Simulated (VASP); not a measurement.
# TaGe (P6_3/mmc) in VASP: relaxation of cell and atoms with PBE

Aim: the relaxation of cell and atoms of TaGe with PBE.

Program: VASP 6.6.1. These are calculated values, not measurements. Logs are shortened: lines on timing, memory, paths and dates and some standing lists are left out, and cuts for length are marked.

**1. Starting point**

Symmetry: P6_3/mmc, No. 194, hexagonal system. The conventional cell has a = 3.915 Å, b = 3.915 Å, c = 5.003 Å, α = 90.00°, β = 90.00°, γ = 120.00°. Around Ta (site symmetry -3m) lie 2 Ta at 2.50 Å and 6 Ge at 2.58 Å. Ge (site symmetry -6m2) has 6 Ta at 2.58 Å as nearest neighbours.

The cell was built by a generator and needn't be a form met in nature.

**2. Relaxation of cell and atoms, PBE**

Input file INCAR:

```
SYSTEM = TaGe
PREC = Accurate ; ENCUT = 600
EDIFF = 1E-6 ; ISMEAR = 0
SIGMA = 0.05 ; LREAL = .FALSE.
LASPH = .TRUE. ; NELM = 60
ALGO = Normal ; ISIF = 3
LWAVE = .FALSE. ; LCHARG = .FALSE.
GGA = PE ; IBRION = 2
NSW = 40 ; EDIFFG = -0.005
```

Input file KPOINTS:

```
Automatic mesh
0
G
  8 8 6
  0 0 0
```

Input file POSCAR:

```
TaGe
1.0
    3.9154048900      0.0000000000      0.0000000000
   -1.9577024500      3.3908401000      0.0000000000
    0.0000000000      0.0000000000      5.0027168700
Ta Ge
2 2
Direct
    0.0000000000      0.0000000000      0.0000000000
    0.0000000000      0.0000000000      0.5000000000
    0.3333333300      0.6666666700      0.2500000000
    0.6666666700      0.3333333300      0.7500000000
```

Potentials or basis: VASP PAW PBE potentials, release 64 (Ta_pv, Ge_d).

Command:

```console
> cat potpaw_PBE.64/Ta_pv/POTCAR potpaw_PBE.64/Ge_d/POTCAR > POTCAR
> mpirun -np 1 vasp_std > vasp.out
```

OUTCAR:

```text
SYSTEM = TaGe
   PREC = Accurate
   ENCUT = 600
   EDIFF = 1E-6
   ISMEAR = 0
   LREAL = .FALSE.
   LASPH = .TRUE.
   NELM = 60
   ISIF = 3
   GGA = PE
   IBRION = 2
   NSW = 40
   EDIFFG = -0.005

 ion  position               nearest neighbor table
   1  0.000  0.000  0.000-   2 2.50   2 2.50   4 2.58   3 2.58   4 2.58   3 2.58   4 2.58   3 2.58

   2  0.000  0.000  0.500-   1 2.50   1 2.50   4 2.58   3 2.58   4 2.58   3 2.58   4 2.58   3 2.58

   3  0.333  0.667  0.250-   1 2.58   2 2.58   1 2.58   2 2.58   1 2.58   2 2.58
   4  0.667  0.333  0.750-   1 2.58   2 2.58   1 2.58   2 2.58   1 2.58   2 2.58

  LATTYP: Found a hexagonal cell.
 ALAT       =     3.9154048900
 C/A-ratio  =     1.2777010323

  Lattice vectors:

 A1 = (   3.9154048900,   0.0000000000,   0.0000000000)
 A2 = (  -1.9577024500,   3.3908401000,   0.0000000000)
 A3 = (   0.0000000000,   0.0000000000,   5.0027168700)

Analysis of symmetry for initial positions (statically):
=====================================================================
 Subroutine PRICEL returns:
 Original cell was already a primitive cell.

 Routine SETGRP: Setting up the symmetry group for a
 hexagonal supercell.

 Subroutine GETGRP returns: Found 24 space group operations
 (whereof 12 operations were pure point group operations)
 out of a pool of 24 trial point group operations.

The static configuration has the point symmetry D_3d.
 The point group associated with its full space group is D_6h.

Analysis of symmetry for dynamics (positions and initial velocities):
=====================================================================
 Subroutine PRICEL returns:
 Original cell was already a primitive cell.

 Routine SETGRP: Setting up the symmetry group for a
 hexagonal supercell.

 Subroutine GETGRP returns: Found 24 space group operations
 (whereof 12 operations were pure point group operations)
 out of a pool of 24 trial point group operations.

The dynamic configuration has the point symmetry D_3d.
 The point group associated with its full space group is D_6h.

 Subroutine INISYM returns: Found 24 space group operations
 (whereof 12 operations are pure point group operations),
 and found     1 'primitive' translations

----------------------------------------------------------------------------------------

                                     Primitive cell

  volume of cell :      66.4186

  direct lattice vectors                    reciprocal lattice vectors
     3.915404890  0.000000000  0.000000000     0.255401428  0.147456084  0.000000000
    -1.957702450  3.390840100  0.000000000     0.000000000  0.294912166  0.000000000
     0.000000000  0.000000000  5.002716870     0.000000000  0.000000000  0.199891384

  length of vectors
     3.915404890  3.915404892  5.002716870     0.294912167  0.294912166  0.199891384

  position of ions in fractional coordinates (direct lattice)
     0.000000000  0.000000000  0.000000000
     0.000000000  0.000000000  0.500000000
     0.333333330  0.666666670  0.250000000
     0.666666670  0.333333330  0.750000000

  ion indices of the primitive-cell ions
   primitive index   ion index
                 1           1
                 2           2
                 3           3
                 4           4

----------------------------------------------------------------------------------------

 KPOINTS: Automatic mesh

Automatic generation of k-mesh.
 Grid dimensions read from file:
 generate k-points for:    8    8    6

 Generating k-lattice:

  Cartesian coordinates                     Fractional coordinates (reciprocal lattice)
     0.031925178  0.018432010  0.000000000     0.125000000  0.000000000  0.000000000
     0.000000000  0.036864021  0.000000000     0.000000000  0.125000000  0.000000000
     0.000000000  0.000000000  0.033315231     0.000000000  0.000000000  0.166666667

  Length of vectors
     0.036864021  0.036864021  0.033315231

  Shift w.r.t. Gamma in fractional coordinates (k-lattice)
     0.000000000  0.000000000  0.000000000

 Subroutine IBZKPT returns following result:
 ===========================================

 Found     40 irreducible k-points:

 Following reciprocal coordinates:
            Coordinates               Weight
  0.000000  0.000000  0.000000      1.000000
  0.125000  0.000000  0.000000      6.000000
  0.250000  0.000000  0.000000      6.000000
  0.375000  0.000000  0.000000      6.000000
  0.500000  0.000000  0.000000      3.000000
  0.125000  0.125000  0.000000      6.000000
[... 16 lines left out ...]
  0.250000  0.000000  0.333333     12.000000
  0.375000  0.000000  0.333333     12.000000
 [... further k-points ...]
   k-points           NKPTS =     40   k-points in BZ     NKDIM =     40   number of bands    NBANDS=     30
   number of dos      NEDOS =    301   number of ions     NIONS =      4
   total plane-waves  NPLWV =  40960
   dimension x,y,z NGX =    32 NGY =   32 NGZ =   40
   dimension x,y,z NGXF=    64 NGYF=   64 NGZF=   80
   ions per type =               2   2
   NGX,Y,Z   is equivalent  to a cutoff of  13.59, 13.59, 13.29 a.u.
   NGXF,Y,Z  is equivalent  to a cutoff of  27.17, 27.17, 26.58 a.u.
 SYSTEM =  TaGe
   PREC   = accura    normal or accurate (medium, high low for compatibility)
   ISTART =      0    job   : 0-new  1-cont  2-samecut
   ICHARG =      2    charge: 1-file 2-atom 10-const
   ISPIN  =      1    spin polarized calculation?
   LNONCOLLINEAR =      F non collinear calculations
   LSORBIT =      F    spin-orbit coupling
   LASPH  =      T    aspherical Exc in radial PAW
   ENCUT  =  600.0 eV  44.10 Ry    6.64 a.u.   7.82  7.82  9.99*2*pi/ulx,y,z
   NELM   =     60;   NELMIN=  2; NELMDL= -5     # of ELM steps
   EDIFF  = 0.1E-05   stopping-criterion for ELM
   LREAL  =      F    real-space projection
   EDIFFG = -.5E-02   stopping-criterion for IOM
   NSW    =     40    number of steps for IOM
   IBRION =      2    ionic relax: 0-MD 1-quasi-New 2-CG
   NFREE  =      1    steps in history (QN), initial steepest desc. (CG)
   ISIF   =      3    stress and relaxation
   ISYM   =      2    0-nonsym 1-usesym 2-fastsym
   POTIM  = 0.5000    time-step for ionic-motion
   TEBEG  =    0.0;   TEEND  =   0.0 temperature during run
   PSTRESS=    0.0 pullay stress
   NELECT =      50.0000    total number of electrons
   NUPDOWN=      -1.0000    fix difference up-down
   EMIN   =  10.00;   EMAX   =-10.00  energy-range for DOS
[... 5 lines left out ...]
     AMIX     =   0.40;   BMIX     =  1.00
     AMIX_MAG =   1.60;   BMIX_MAG =  1.00
  volume/ion in A,a.u.               =      16.60       112.05
  Fermi-wavevector in a.u.,A,eV,Ry     =   1.489252  2.814278 30.175974  2.217872
  Thomas-Fermi vector in A             =   2.602184
   LORBIT       =      0    0 simple, 1 ext, 2 COOP (PROOUT), +10 PAW based schemes
   GGA     = PE    functional components
   LHFCALC =     F    Hartree Fock is set to
   AEXX    =    0.0000 exact exchange contribution
   IVDW    =     0    specifies the selected vdW correction
   LEPSILON=     F    determine dielectric tensor
   LRPA    =     F    only Hartree local field effects (RPA)
 conjugate gradient relaxation of ions
 non-spin polarized calculation
 Gauss-broadening in eV      SIGMA  =   0.05
  energy-cutoff  :      600.00
  volume of cell :       66.42
 maximum number of plane-waves:      2236
 NGX is ok and might be reduce to    32
   NGX = 15   NGY = 15   NGZ = 19

--------------------------------------- Ionic step        1  -------------------------------------------

 number of electron      50.0000003 magnetization

 Free energy of the ion-electron system (eV)
  ---------------------------------------------------
  ext. energy  EPLUGINS =         0.00000000
  ---------------------------------------------------
  free energy    TOTEN  =       -30.07622329 eV

  energy without entropy =      -30.07401312  energy(sigma->0) =      -30.07511821

------------------------ aborting loop because EDIFF is reached ----------------------------------------

  FORCE on cell =-STRESS in cart. coord.  units (eV):
  Direction    XX          YY          ZZ          XY          YZ          ZX
  --------------------------------------------------------------------------------------
  -------------------------------------------------------------------------------------
  Total        8.0934513      8.0934513     31.4820811     -0.0000000      0.0000000      0.0000000
  in kB      195.2335386    195.2335385    759.4236220     -0.0000003      0.0000000      0.0000000
  external PRESSURE =     383.2968997 kB  Pullay stress =       0.0000000 kB
[... 23 lines left out ...]
  energy  without entropy=      -30.0740131241  energy(sigma->0) =      -30.07511821

--------------------------------------- Ionic step        2  -------------------------------------------

 number of electron      50.0000004 magnetization

 E-fermi :   3.0054     XC(G=0):  -9.9273

 val. band max:        2.9881475073   @ k =   0.1250   0.0000   0.1667
 cond. band min:       3.0053804305   @ k =   0.3750   0.1250   0.5000
 fundamental gap:      0.0172329232
 Fermi energy:         3.0053762495

 k-point     1 :       0.0000    0.0000    0.0000
  band No.  band energies     occupation
      1     -32.6838      2.00000
      2     -32.6838      2.00000
      3     -32.6738      2.00000
      4     -32.6738      2.00000
      5     -32.5126      2.00000
      6     -32.4028      2.00000
[... 781 lines left out ...]
     29       4.0921      0.00000
     30       4.5225      0.00000

 [... further k-points ...]
[... 5 lines left out ...]
  --------------------------------------------------------------------------------------
  -------------------------------------------------------------------------------------
  Total      -15.4171588    -15.4171588    -19.6752530      0.0000000     -0.0000000      0.0000000
  in kB     -223.7401819   -223.7401818   -285.5354054      0.0000004     -0.0000000      0.0000000
  external PRESSURE =    -244.3385897 kB  Pullay stress =       0.0000000 kB
[... 57 lines left out ...]
  FREE ENERGIE OF THE ION-ELECTRON SYSTEM (eV)
  ---------------------------------------------------
  free  energy   TOTEN  =       -32.2268479539 eV

  energy  without entropy=      -32.2223828477  energy(sigma->0) =      -32.22461540

[... ionic steps 4 to 20 ...]

--------------------------------------- Ionic step       21  -------------------------------------------

 number of electron      49.9999969 magnetization

------------------------ aborting loop because EDIFF is reached ----------------------------------------

  FORCE on cell =-STRESS in cart. coord.  units (eV):
  Direction    XX          YY          ZZ          XY          YZ          ZX
  --------------------------------------------------------------------------------------
  -------------------------------------------------------------------------------------
  Total       -0.0206788     -0.0206788      0.0205034      0.0000000      0.0000000      0.0000000
  in kB       -0.4409567     -0.4409567      0.4372157      0.0000000      0.0000000      0.0000000
  external PRESSURE =      -0.1482325 kB  Pullay stress =       0.0000000 kB
[... 61 lines left out ...]
  energy  without entropy=      -32.6917829715  energy(sigma->0) =      -32.69310850

--------------------------------------- Ionic step       23  -------------------------------------------

 number of electron      49.9999969 magnetization

 Free energy of the ion-electron system (eV)
  ---------------------------------------------------
  ext. energy  EPLUGINS =         0.00000000
  ---------------------------------------------------
  free energy    TOTEN  =       -32.69435739 eV

  energy without entropy =      -32.69168941  energy(sigma->0) =      -32.69302340

 E-fermi :   5.9745     XC(G=0): -11.7598

 val. band max:        5.9719162363   @ k =   0.3750   0.1250   0.0000
 cond. band min:       5.9936259270   @ k =   0.1250   0.0000   0.1667
 fundamental gap:      0.0217096907
 Fermi energy:         5.9744656037

 k-point     1 :       0.0000    0.0000    0.0000
  band No.  band energies     occupation
      1     -28.9015      2.00000
      2     -28.9015      2.00000
      3     -28.8989      2.00000
      4     -28.8637      2.00000
      5     -28.8637      2.00000
      6     -28.5248      2.00000
[... 781 lines left out ...]
     29       8.3281      0.00000
     30       9.0945      0.00000

 [... further k-points ...]
[... 5 lines left out ...]
  --------------------------------------------------------------------------------------
  -------------------------------------------------------------------------------------
  Total        0.0022879      0.0022879      0.0176541     -0.0000000      0.0000000      0.0000000
  in kB        0.0487906      0.0487906      0.3764856     -0.0000000      0.0000000      0.0000000
  external PRESSURE =       0.1580223 kB  Pullay stress =       0.0000000 kB
[... 19 lines left out ...]
  FREE ENERGIE OF THE ION-ELECTRON SYSTEM (eV)
  ---------------------------------------------------
  free  energy   TOTEN  =       -32.6943573856 eV

  energy  without entropy=      -32.6916894139  energy(sigma->0) =      -32.69302340

 reached required accuracy - stopping structural energy minimisation
```

Wall time 16 min (1 thread of Intel Xeon Platinum 8259CL at 2.50GHz (Skylake/Cascade Lake), shared host); peak memory 0.26 GiB.

Results:

```
Free energy                            : -32.6944 eV
Relaxed volume                         : 18.78 Å³/atom
Relaxed cell                           : a = 3.733 Å, b = 3.733 Å, c = 6.226 Å, α = 90.00°, β = 90.00°, γ = 120.00°
Space group after relaxing (to 0.05 Å) : P6_3/mmc (No. 194)
Energy gained by relaxing              : 654.5 meV/atom
Ionic steps                            : 23
Pressure after relaxing                : 0.0 GPa
Band gap on the k mesh                 : none (metal or under the smearing width)
```

The path:
```tsv
step	energy change (eV)	largest force (eV/Å)	pressure (GPa)	volume (Å³)
1	0.0000	0.0000	38.33	66.42
2	1.1755	0.0000	-24.43	110.40
3	-2.1506	0.0000	-7.43	82.66
4	-2.1703	0.0000	-5.45	81.42
5	-2.1722	0.0000	-4.73	81.00
6	-2.5376	0.0000	-0.41	76.65
7	-2.5822	0.0000	2.00	74.87
8	-2.5256	0.0000	8.40	71.19
9	-2.5891	0.0000	4.08	73.60
10	-2.5814	0.0000	-4.40	77.03
11	-2.6181	0.0000	-0.11	75.16
12	-2.6181	0.0000	-0.09	75.13
13	-2.6182	0.0000	0.15	75.08
14	-2.6182	0.0000	-0.07	75.13
15	-2.6182	0.0000	0.15	75.09
16	-2.6182	0.0000	-0.04	75.17
17	-2.6182	0.0000	-0.08	75.16
18	-2.6182	0.0000	-0.05	75.14
19	-2.6182	0.0000	-0.01	75.13
20	-2.6182	0.0000	0.03	75.13
21	-2.6182	0.0000	-0.01	75.13
22	-2.6182	0.0000	0.00	75.13
23	-2.6181	0.0000	0.02	75.13
```

Final structure:
```
Ta Ge
1.0
     3.73270    0.00000    0.00000
    -1.86635    3.23261    0.00000
     0.00000    0.00000    6.22630
Ta Ge
2 2
Direct
  0.00000 0.00000 0.00000
  0.00000 0.00000 0.50000
  0.33333 0.66667 0.25000
  0.66667 0.33333 0.75000
```

**3. For comparison**

An earlier run on the cell as given: functional PBE; potentials or basis VASP PAW PBE potentials, release 64 (Ta_pv, Ge_d); cutoff 520 eV; k mesh 8 × 8 × 6; occupations fermi-dirac, width 0.05 eV; no spin polarisation.

- Pressure: 38.2 GPa
- Band gap on the k mesh: none (metal or under the smearing width)
